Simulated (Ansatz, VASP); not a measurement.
# AlFe: VASP beside Ansatz, part 2 of 2

Wanted: the spread between two codes on one cell, functional and k mesh. The cell is invented: As first built, before any earlier steps moved the atoms: it takes the AlCo structure with some of its atoms replaced by other elements, volume scaled by an estimate. It may not be a known or stable phase. The cell comes out of the VASP series on this material, whose earlier steps may have relaxed, scaled or displaced it; both programs get it as it stands.

VASP 6.6.1 and Ansatz 0.2.0.

So far: Set-up; VASP: relaxation of cell and atoms, LDA.

## 3. Ansatz: relaxation of cell and atoms, LDA

Level of this step: Ansatz beside VASP: Kohn-Sham DFT, plane waves, LDA (Ansatz).

Ansatz runs on its default PAW (the set named soft_2) files.

The same cell, functional (in two slightly different forms), mesh and smearing now go to Ansatz, which takes its cutoff from its data sets.

Contents of input.yaml:

```yaml
crystal:
  lattice:
    - [2.81268689, 0.0, 0.0]
    - [0.0, 2.81268689, 0.0]
    - [0.0, 0.0, 2.81268689]
  atoms:
    - { symbol: Fe, position: [0.5, 0.5, 0.5], spin: 3.0 }
    - { symbol: Al, position: [0.0, 0.0, 0.0] }
hamiltonian:
  xc: lda
  pseudopotentials: { kind: paw }
magnetization:
  spin_polarized: true
kpoints:
  mp_grid: { grid: [8, 8, 8] }
scf:
  occupations: { method: methfessel_paxton, width: 0.2 }
relax:
  f_tol: 0.01
  max_steps: 60
  cell: { stress_tol: 0.05 }
output:
  forces: true
  stress: true
  write_density: true
  write_potential: true
  elf: true
  volumetric_format: npy
```

Launch:

```bash
ansatz run input.yaml --threads 4 --pin off --max-ram 9216MiB --backend cpu --events-out ev --progress --plain --runs-dir out
```

Numbers of over 12 decimals in the logs are rounded to 6 here.

The log of the run:

```text
Engine: ansatz 0.2.0, x86_64-unknown-linux-gnu
Pseudopotentials: kind: paw
Pseudopotential: Fe, paw, valence charge 16, recommended cutoff 420 eV (normal), Fe.paw.azcp
Pseudopotential: Al, paw, valence charge 3, recommended cutoff 420 eV (normal), Al.paw.azcp
Functional definition: SPW92
  exchange = slater_x
  correlation = pw_c
Crystal: 2 atoms, lattice volume = 22.252 Å³
Basis set: ecut = 420 eV, 461 PW (Γ)
Bands: 15, of which v1, the nominal top of the filled ones, is band 10 counted from 1 (9 counted from 0)
Symmetry: 48 space group operations
Space group: Pm-3m (ITA 221), of the structure as read, at distance tolerance 2.8e-5 Å
Magnetic group: BNS 221.92 (UNI 1594), of the structure as read, at distance tolerance 2.8e-5 Å
k-points: 35 of 512
Non-local potential: Fe, projectors of the file, l = 0: 3, l = 1: 2, l = 2: 3, l = 3: 1
Non-local potential: Al, projectors of the file, l = 0: 2, l = 1: 2, l = 2: 1
PAW form: soft (Blöchl's): semilocal exchange-correlation on the pseudo side does not see the compensation charge
PAW frozen core: Fe, regenerated for the run's functional, and the local potential with it (the file was generated under x = pbe(κ = 0.804, μ = 0.219515), c = pbe(β = 0.066725))
PAW frozen core: Al, regenerated for the run's functional, and the local potential with it (the file was generated under x = pbe(κ = 0.804, μ = 0.219515), c = pbe(β = 0.066725))
PAW one-centre angular grid: Fe, 590 points (default); XC on 64 Gauss nodes
PAW one-centre angular grid: Al, 110 points (default); XC on 64 Gauss nodes
Initial density: superposition of atomic densities (chi_scale 0.1, normalization cell)
Starting moments: Σ|m| = 3 μB on 1 of 2 sites
Initial wavefunctions: pseudopotential atomic-orbital guess
Functional: x = slater, c = lda
SCF iter   1: F=—  HF=-4932.557399 eV  |F-HF|=—  |Δ(HF+E_count)|=         —  Δρ=8.78e-2 (↑8.78e-2 ↓3.21e-2)  dr2=1.83e0  dr2_m=2.71e-1  M=2.237 μB ∫|m|=2.454 μB  β_m=0.30  ethr=3.10e-3  ⟨swp⟩=4.2  Hψ=4744  notcnv=0
Mixer restart at iter 1: flushing history
preconditioner: auto → none  [metal: Δε(μ)=0.018 eV  Ē_g=9.673 eV  σ=0.200 eV  W_gap=0.05  n_scr=6 (ndim 8)  ℏωp=26.1 eV  f_vac=0.000  D(μ)=2.48/eV (n_scr^D=32)  sad-step TF]
SCF iter   2: F=—  HF=-4931.937162 eV  |F-HF|=—  |Δ(HF+E_count)|=   6.20e-1  Δρ=3.34e-2 (↑3.34e-2 ↓2.44e-2)  dr2=1.43e-1  dr2_m=1.40e-1  M=2.193 μB ∫|m|=2.401 μB  β_m=0.36  ethr=3.10e-3  ⟨swp⟩=2.7  Hψ=2428  notcnv=0  defer=49
SCF iter   3: F=—  HF=-4933.353996 eV  |F-HF|=—  |Δ(HF+E_count)|=         —  Δρ=1.74e-1 (↑1.74e-1 ↓1.11e-1)  dr2=7.19e-1  dr2_m=4.05e0  M=0.843 μB ∫|m|=0.934 μB  β_m=1.00  ethr=7.52e-4  ⟨swp⟩=2.5  Hψ=1632  notcnv=0  defer=48
Mixer restart at iter 3: flushing history
SCF iter   4: F=—  HF=-4935.586212 eV  |F-HF|=—  |Δ(HF+E_count)|=    2.23e0  Δρ=1.60e-1 (↑1.52e-1 ↓1.60e-1)  dr2=1.70e1  dr2_m=1.29e-2  M=0.754 μB ∫|m|=0.854 μB  β_m=0.36  ethr=2.63e-4  ⟨swp⟩=3.6  Hψ=3056  notcnv=0  defer=57
SCF iter   5: F=—  HF=-4935.647592 eV  |F-HF|=—  |Δ(HF+E_count)|=   6.14e-2  Δρ=1.51e-1 (↑1.51e-1 ↓7.61e-2)  dr2=8.15e0  dr2_m=3.09e-1  M=0.444 μB ∫|m|=0.493 μB  β_m=0.29  ethr=2.63e-4  ⟨swp⟩=4.0  Hψ=3768  notcnv=0  defer=63
SCF iter   6: F=—  HF=-4933.623630 eV  |F-HF|=—  |Δ(HF+E_count)|=    2.02e0  Δρ=7.23e-3 (↑7.23e-3 ↓7.15e-3)  dr2=1.35e-2  dr2_m=6.78e-3  M=0.726 μB ∫|m|=0.795 μB  β_m=0.35  ethr=2.63e-4  ⟨swp⟩=3.2  Hψ=2979  notcnv=0  defer=76
SCF iter   7: F=—  HF=-4933.654234 eV  |F-HF|=—  |Δ(HF+E_count)|=   3.06e-2  Δρ=8.59e-3 (↑2.77e-3 ↓8.59e-3)  dr2=2.23e-2  dr2_m=3.66e-3  M=0.720 μB ∫|m|=0.787 μB  β_m=0.44  ethr=7.10e-5  ⟨swp⟩=2.7  Hψ=2308  notcnv=0  defer=65
SCF iter   8: F=—  HF=-4933.681022 eV  |F-HF|=—  |Δ(HF+E_count)|=   2.68e-2  Δρ=3.31e-3 (↑1.91e-3 ↓3.31e-3)  dr2=4.13e-4  dr2_m=1.34e-3  M=0.706 μB ∫|m|=0.768 μB  β_m=0.72  ethr=7.10e-5  ⟨swp⟩=2.0  Hψ=1461  notcnv=0  defer=65
SCF iter   9: F=—  HF=-4933.681811 eV  |F-HF|=—  |Δ(HF+E_count)|=   7.89e-4  Δρ=2.38e-3 (↑1.40e-3 ↓2.38e-3)  dr2=2.06e-4  dr2_m=7.09e-4  M=0.704 μB ∫|m|=0.763 μB  β_m=0.71  ethr=2.17e-6  ⟨swp⟩=2.3  Hψ=1648  notcnv=0  defer=65
SCF iter  10: F=—  HF=-4933.681889 eV  |F-HF|=—  |Δ(HF+E_count)|=   7.74e-5  Δρ=1.33e-3 (↑1.04e-3 ↓1.33e-3)  dr2=1.93e-5  dr2_m=2.79e-4  M=0.702 μB ∫|m|=0.761 μB  β_m=0.85  ethr=1.09e-6  ⟨swp⟩=2.1  Hψ=1342  notcnv=0  defer=65
SCF iter  11: F=—  HF=-4933.658699 eV  |F-HF|=—  |Δ(HF+E_count)|=         —  Δρ=2.44e-3 (↑2.08e-3 ↓2.44e-3)  dr2=3.40e-5  dr2_m=1.04e-3  M=0.733 μB ∫|m|=0.787 μB  β_m=0.85  ethr=1.01e-7  ⟨swp⟩=2.1  Hψ=1719  notcnv=0  defer=65
Mixer restart at iter 11: flushing history
iteration 11: the input's own smearing fills from here on; a Gaussian of 0.2 eV has filled iterations ahead of it
SCF iter  12: F=—  HF=-4933.658975 eV  |F-HF|=—  |Δ(HF+E_count)|=   2.76e-4  S|Δr|=    0.00e0  Δρ=1.85e-3 (↑1.85e-3 ↓2.06e-4)  dr2=5.82e-4  dr2_m=1.90e-4  M=0.737 μB ∫|m|=0.794 μB  β_m=0.93  ethr=1.01e-7  ⟨swp⟩=2.3  Hψ=1715  notcnv=0  defer=65
SCF iter  13: F=—  HF=-4933.661348 eV  |F-HF|=—  |Δ(HF+E_count)|=   2.37e-3  S|Δr|=    0.00e0  Δρ=5.50e-3 (↑4.26e-3 ↓5.50e-3)  dr2=1.72e-2  dr2_m=9.59e-5  M=0.745 μB ∫|m|=0.803 μB  β_m=0.36  ethr=1.01e-7  ⟨swp⟩=3.2  Hψ=2233  notcnv=0  defer=65  recentre
SCF iter  14: F=—  HF=-4933.658934 eV  |F-HF|=—  |Δ(HF+E_count)|=   2.41e-3  S|Δr|=    0.00e0  Δρ=3.97e-4 (↑3.97e-4 ↓3.62e-4)  dr2=3.53e-7  dr2_m=2.93e-5  M=0.740 μB ∫|m|=0.799 μB  β_m=0.72  ethr=1.01e-7  ⟨swp⟩=3.2  Hψ=2264  notcnv=0  defer=65
SCF iter  15: F=—  HF=-4933.658941 eV  |F-HF|=—  |Δ(HF+E_count)|=   7.59e-6  S|Δr|=    0.00e0  Δρ=1.87e-5 (↑1.87e-5 ↓9.68e-6)  dr2=5.97e-8  dr2_m=2.87e-8  M=0.741 μB ∫|m|=0.802 μB  β_m=0.84  ethr=5.26e-10  ⟨swp⟩=5.5  Hψ=5737  notcnv=0
SCF iter  16: F=-4933.658941 eV  HF=-4933.658941 eV  |F-HF|=4.38e-10  |Δ(HF+E_count)|=   3.52e-8  S|Δr|=    0.00e0  Δρ=3.37e-6 (↑3.37e-6 ↓2.27e-6)  dr2=4.87e-10  dr2_m=1.55e-9  M=0.741 μB ∫|m|=0.802 μB  ethr=3.14e-10  ⟨swp⟩=5.9  Hψ=4160  notcnv=0
SCF 1 converged in 16 iterations: F = -4933.658941 eV  dr2 = 4.87e-10
  greatest PAW one-centre occupation: 1.002 electrons in one spin orbital (limit 2), on the Fe atom at site 0 (counted from 0), in its partial waves of l = 1
relax step   1: F+E_penalty+E_count = -4933.65894124 eV  Δ(F+E_penalty+E_count) = +0.000e0 eV  max|allowed force component| = 3.132e-28 eV/Å  Δτ_max = 0.0000 Å  P = +1.010 GPa  Ω = 22.252 Å³  (16 SCF iters, dr2 threshold 1.00e-7 eV, accepted)
[...]
relax step   2: F+E_penalty+E_count = -4933.65916878 eV  Δ(F+E_penalty+E_count) = -2.275e-4 eV  max|allowed force component| = 3.114e-30 eV/Å  Δτ_max = 0.0000 Å  P = +0.428 GPa  Ω = 22.314 Å³  energy of the carried Pulay correction = -5.129e-5 eV  (6 SCF iters, dr2 threshold 2.00e-7 eV, accepted)
[...]
relax step   3: F+E_penalty+E_count = -4933.65919259 eV  Δ(F+E_penalty+E_count) = -2.381e-5 eV  max|allowed force component| = 1.267e-28 eV/Å  Δτ_max = 0.0000 Å  P = +0.003 GPa  Ω = 22.360 Å³  energy of the carried Pulay correction = -8.913e-5 eV  (6 SCF iters, dr2 threshold 2.00e-7 eV, accepted)
[...]
relax step   4: F+E_penalty+E_count = -4933.65931005 eV  Δ(F+E_penalty+E_count) = -1.175e-4 eV  max|allowed force component| = 1.920e-29 eV/Å  Δτ_max = 0.0000 Å  P = +0.015 GPa  Ω = 22.360 Å³  stress off target by 1.46e-2 GPa  SCF on the basis re-selected at this cell (its energy is not comparable with the rows above)  (5 SCF iters)
basis re-selected at this cell: Δ(F+E_penalty+E_count) = -1.175e-4 eV, ΔP = +0.012 GPa vs the last step (what re-selecting the basis moved, of the pressure what is left beyond the Pulay correction that the steps carried, after the strain that the cell walked since its last selection, with what the two solves' SCF thresholds leave and, on support functions, any second-order correction that the steps lacked; it is no m [...]
SCF converged after 5 iterations
Stability not checked: this state was not tested for a lower state beside it, because cold or Methfessel-Paxton smearing, or corrected tetrahedra, fill the levels in a way that the test cannot read (fill_not_monotonic; see scf.lower_state_search)
Magnetization: 0.7431 μB (9.8716 up, 9.1284 down)
Absolute magnetization: 0.8049 μB (∫|ρ↑−ρ↓|, with the PAW one-centre terms)
Spin contamination: 0.0056 ħ² per cell (⟨S²⟩ above its minimum at these occupations)
Per-site moments (μB) at R_I (Å): [(0.743363, 1.006418), (-0.017834, 1.006418)]
Free energy (F): -4933.659310 eV
Harris-Foulkes:  -4933.659310 eV  (|F-HF|=5.46e-12)
Internal energy: -4933.659796 eV  (E = F + TS)
E sigma→0 (E₀):  -4933.659432 eV
Entropy (-TS):   0.000486 eV (0.243 meV/atom)
Fermi energy:    14.733740 eV
--- Per-component energies (eV) ---
  E_band       = -231.820017
  E_kinetic    = 385.733493
  E_local      = -2686.780149  (includes V_loc(G=0)·N_el)
  E_nonlocal   = 231.151198
  E_hartree    = 1163.355115
  E_xc         = -160.081034
  E_vxc        = -185.515277  (∫ρ·V_xc dr)
  E_paw        = -1749.212585  (= ΣΔE_a)
  E_vpaw       = -303.120643  (= ΣTr[D̂ρ^β])
  E_aug_tail   = 0.000931  (compensation charges beyond the density's cutoff)
  E_ewald      = -2118.284016
  E_core_change = 0.457252  (= ΣΔE_core)
  E_smearing   = 0.000486  (= −TS)
  E_closure    = -0.000000  (closes the sum)
  Σ components = -4933.659310   (vs F -4933.659310, Δ=0.00e0)
--- Forces (eV/Å), atoms counted from 1 ---
  atom   1  Fe     0.00000000    -0.00000000    -0.00000000
  atom   2  Al     0.00000000     0.00000000    -0.00000000
  max |Σ_I F_I| component: 4.58e-29 eV/Å
--- Stress (GPa, compression-positive) ---
        0.014576       0.000000      -0.000000
       -0.000000       0.014576      -0.000000
       -0.000000      -0.000000       0.014576
  P = ⅓ Tr σ = 0.0146 GPa (0.146 kbar)
--- Band table (eV; the first three rows and the last of 70) ---
  k-point 0 ↑: bands = [... 6 lower, 11.9575, 14.4624, 14.4624, 14.4624, 21.4002, 21.4002, 21.4002, 24.3837, ... 1 higher]
  k-point 1 ↑: bands = [... 6 lower, 12.0485, 14.2797, 14.2797, 14.4826, 19.4288, 21.8336, 21.8336, 24.2807, ... 1 higher]
  k-point 2 ↑: bands = [... 6 lower, 12.2791, 13.8883, 13.8883, 14.5316, 17.0945, 22.9844, 22.9844, 24.0010, ... 1 higher]
  k-point 34 ↓: bands = [... 6 lower, 11.3204, 15.8961, 15.8961, 17.9006, 17.9006, 17.9006, 19.4433, 21.5810, ... 1 higher]
--- Relaxed structure (3 steps of the walk, 3 accepted, 1 SCFs on fresh bases) ---
  F+E_penalty+E_count = -4933.65931005 eV   max|allowed force component| = 1.920e-29 eV/Å   (the final SCF, on the basis selected at the relaxed cell)
  cell:  # Å, volume = 22.3600 Å³
    - [2.817240, 0, 0]
    - [0, 2.817240, 0]
    - [0, 0, 2.817240]
  atoms:
    - { symbol: Fe, position: [0.500000, 0.500000, 0.500000] }
    - { symbol: Al, position: [0, 0, 0] }
```

It took 1.6 s on 4 threads of AMD EPYC 9R14 (Zen 4), shared host; peak memory 0.43 GiB; 4.9 s of CPU time.

## 4. Differences

Known differences besides the PAW data sets themselves: the two LDA forms differ slightly; both relaxations stop at a tolerance, which leaves soft axes loose, and VASP keeps its plane-wave basis; the data sets hold 19 valence electrons in Ansatz (default PAW (the set named soft_2) files) and 11 in VASP; the cutoff is 420 eV in Ansatz and 400 eV in VASP; Ansatz makes its cores anew for this functional, VASP keeps those of its LDA data sets; Ansatz adds a Pulay correction to the stress that steers its cell, VASP none; site moments are counted in spheres of each program's own size. Total energies have different zeros and are not compared.

Compared:

| quantity | Ansatz | VASP | difference |
| --- | --- | --- | --- |
| volume (Å³) | 22.36 | 22.37 | -0.06 % |
| edge a after relaxation, in the typed setting (Å) | 2.817 | 2.818 | -0.02 % |
| total moment (μB) | 0.74 | 0.73 | +0.01 |
| moment on Fe1 (μB) | 0.74 | 0.74 | 0.00 |

The walks stopped with 0.01 GPa left in Ansatz and 0.03 GPa in VASP; each walk ends within a tolerance, so the volume difference is uncertain by about these residues over the bulk modulus, most in soft cells.

## 5. Ansatz: zone-centre phonons, LDA

Second derivatives magnify differences that forces hide, and they need a tight electronic threshold. The cell compared in this pair holds 22.37 Å³, against 22.25 Å³ for the pair before.

The cell comes out of the VASP series on this material, whose earlier steps may have relaxed, scaled or displaced it; both programs get it as it stands.

input.yaml, the sections that differ from step 3:

```yaml
crystal:
  lattice:
    - [2.8177827589, 0.0, 0.0]
    - [0.0, 2.8177827589, 0.0]
    - [0.0, 0.0, 2.8177827589]
  atoms:
    - { symbol: Fe, position: [0.5, 0.5, 0.5], spin: 0.74 }
    - { symbol: Al, position: [0.0, 0.0, 0.0], spin: -0.018 }
kpoints:
  mp_grid: { grid: [14, 14, 14] }
phonons:
  method: dfpt
  qpoints: [[0, 0, 0]]
# hamiltonian, magnetization, scf: as in step 3
# relax: removed
# output: removed
```

The log of the run:

```text
[...]
Crystal: 2 atoms, lattice volume = 22.373 Å³
Basis set: ecut = 420 eV, 461 PW (Γ), exchange–correlation on 40×40×40 points (8 copies of the dense FFT grid, shifted against one another)
Bands: 14, of which v1, the nominal top of the filled ones, is band 10 counted from 1 (9 counted from 0)
Symmetry: 48 space group operations
[...]
k-points: 120 of 2744
[...]
Γ frequencies (cm⁻¹): 0.00 0.00 0.00 363.74 363.74 363.74
  non-analytic LO–TO correction: not included (Born effective charges unavailable; polar crystals: no LO–TO splitting at Γ)
--- Phonons (arbitrary-q DFPT): 1 explicit q-point ---
  q = [0, 0, 0] (of the zone-centre solve; hermiticity 5.34e-8, symmetrization 1.34e-13): -0.00 -0.00 -0.00 363.74 363.74 363.74
  sum rule: each row above includes the acoustic sum rule's correction from the zone centre's row sums; it moved no ω² by more than (0.68 cm⁻¹)²
[key lines of the parts left out:]
SCF converged after 5 iterations
Magnetization: 0.6287 μB (9.8144 up, 9.1856 down)
Free energy (F): -4933.665567 eV
Fermi energy:    14.694712 eV
```

It took 16 s on 4 threads; peak memory 0.85 GiB; 34 s of CPU time.

## 6. VASP: zone-centre phonons, LDA

The same cell, functional (in two slightly different forms), mesh and smearing now go to VASP, with its own data sets and cutoff.

Contents of INCAR:

```
SYSTEM = AlFe
PREC = Accurate
ENCUT = 400
EDIFF = 1E-08
NELM = 100
ISMEAR = 1
SIGMA = 0.2
LREAL = .FALSE.
ALGO = Normal
GGA = CA
NBANDS = 12
ISPIN = 2
MAGMOM = 0.74 -0.018
LMAXMIX = 4
LORBIT = 11
LWAVE = .FALSE.
LCHARG = .FALSE.
IBRION = 8
ISIF = 2
```

Contents of POSCAR:

```
AlFe
1.0
    2.8177827589      0.0000000000      0.0000000000
    0.0000000000      2.8177827589      0.0000000000
    0.0000000000      0.0000000000      2.8177827589
Fe Al
1 1
Direct
    0.5000000000      0.5000000000      0.5000000000
    0.0000000000      0.0000000000      0.0000000000
```

Contents of KPOINTS:

```
Automatic mesh
0
Gamma
14 14 14
0 0 0
```

PAW data sets: Fe and Al (LDA family, release 64).

Launch:

```bash
mpirun -np 1 vasp_std
```

The log of the run:

```text
[... set-up lines as in an earlier step ...]
 entering main loop
       N       E                     dE             d eps       ncg     rms          rms(c)
DAV:   1     0.248110198782E+02    0.24811E+02   -0.38410E+03  5988   0.730E+02
DAV:   2    -0.150580900629E+02   -0.39869E+02   -0.36449E+02  5880   0.152E+02
DAV:   3    -0.161751912484E+02   -0.11171E+01   -0.11031E+01  7156   0.310E+01
DAV:   4    -0.161905526823E+02   -0.15361E-01   -0.15355E-01  6368   0.317E+00
[...]
DAV:  17    -0.143206493408E+02   -0.16122E-06   -0.18273E-07  6504   0.567E-03    0.157E-03
DAV:  18    -0.143206493578E+02   -0.17010E-07   -0.30526E-08  3628   0.227E-03    0.373E-04
DAV:  19    -0.143206493576E+02    0.20600E-09   -0.47033E-09  3140   0.683E-04
   1 F= -.14320649E+02 E0= -.14321431E+02  d E =0.234609E-02  mag=     0.6035
 Linear response reoptimize wavefunctions to high precision
DAV:   1    -0.143206493577E+02   -0.89699E-10   -0.10896E-09  4452   0.415E-04
DAV:   2    -0.143206493577E+02   -0.94360E-11   -0.44890E-11  3144   0.654E-05
 Linear response DOF=           2
[...]
RMM:  13    -0.165253524707E+00    0.43901E-07   -0.66676E-09 23417   0.737E-05    0.109E-05
RMM:  14    -0.165253468714E+00    0.55993E-07   -0.66559E-09 22657   0.722E-05    0.143E-06
RMM:  15    -0.165253466839E+00    0.18753E-08   -0.66405E-09 21881   0.552E-05    0.720E-07
 first order change of Fermi-energy   0.30134E-02
 force on displaced ion       1 direction 1 :  -8.958   0.000  -0.000
 Linear response progress:
  Degree of freedom:   2/  2
       N       E                     dE             d eps       ncg     rms          rms(c)
RMM:   1    -0.597997585167E-02   -0.59800E-02    0.13759E-03 29751   0.648E-01
RMM:   2    -0.572173511439E-02    0.25824E-03    0.10209E-06 19277   0.298E-01    0.640E-02
RMM:   3    -0.574723267755E-02   -0.25498E-04   -0.23380E-04 22076   0.112E-01    0.314E-02
RMM:   4    -0.582389379124E-02   -0.76661E-04   -0.39537E-05 22042   0.487E-02    0.771E-03
[...]
RMM:  10    -0.583581756556E-02   -0.31893E-07   -0.74399E-10 22793   0.845E-05    0.141E-04
RMM:  11    -0.583578128679E-02    0.36279E-07   -0.23635E-10 22995   0.396E-05    0.780E-06
RMM:  12    -0.583577506970E-02    0.62171E-08   -0.23630E-10 23564   0.187E-05    0.443E-06
 first order change of Fermi-energy  -0.22139E-03
 force on displaced ion       2 direction 1 :  -8.966   0.000  -0.000
 Linear response finished
```

OUTCAR, selected parts (step 6):

```text
  Total       -0.0618814     -0.0618814     -0.0618814      0.0000000     -0.0000000      0.0000000
  in kB       -4.4314717     -4.4314717     -4.4314717      0.0000000     -0.0000000      0.0000000
  external PRESSURE =      -4.4314717 kB  Pullay stress =       0.0000000 kB

 POSITION                                       TOTAL-FORCE (eV/Angst)
 -----------------------------------------------------------------------------------
      1.40889      1.40889      1.40889         0.000000      0.000000      0.000000
      0.00000      0.00000      0.00000         0.000000      0.000000      0.000000
 -----------------------------------------------------------------------------------
    total drift:                                0.000000     -0.000000      0.000000

 magnetization (x)
# of ion       s       p       d       tot
------------------------------------------
    1       -0.001   0.007   0.612   0.618
    2       -0.005  -0.010   0.000  -0.015
--------------------------------------------------
tot         -0.006  -0.003   0.612   0.603

[... 2 further parts left out ...]
```

## 7. Side by side

Compared:

| quantity | Ansatz | VASP | difference |
| --- | --- | --- | --- |
| total moment (μB) | 0.63 | 0.60 | +0.03 |
| moment on Fe1 (μB) | 0.64 | 0.62 | +0.02 |
| mode 4 to 6 (cm⁻¹) | 363.7 | 366.0 | -0.63 % |

## 8. Outcome

```json
{"difference in volume (relaxation of cell and atoms, LDA)": "-0.058 %", "difference in mode 4 to 6 (zone-centre phonons, LDA)": "-0.63 %"}
```

In words: The difference in mode 4 to 6 is -0.63 % (zone-centre phonons, LDA), within the 3 % picked in this series as the mark of a large difference. How closely two codes agree says nothing of how well the functional describes the real material.

[Lines on the potential files, build, host, timing and source positions are cut from VASP's logs without a mark.]

[Logs are printed without paths, hosts, clocks, repeated set-up lines and the standing remarks that a program may print on its own settings, such as how far it seeks lower states.]

[Hosts, paths, dates, database ids (printed as entryN), source tags and the programs' standing remarks are cut or masked in the printed files.]
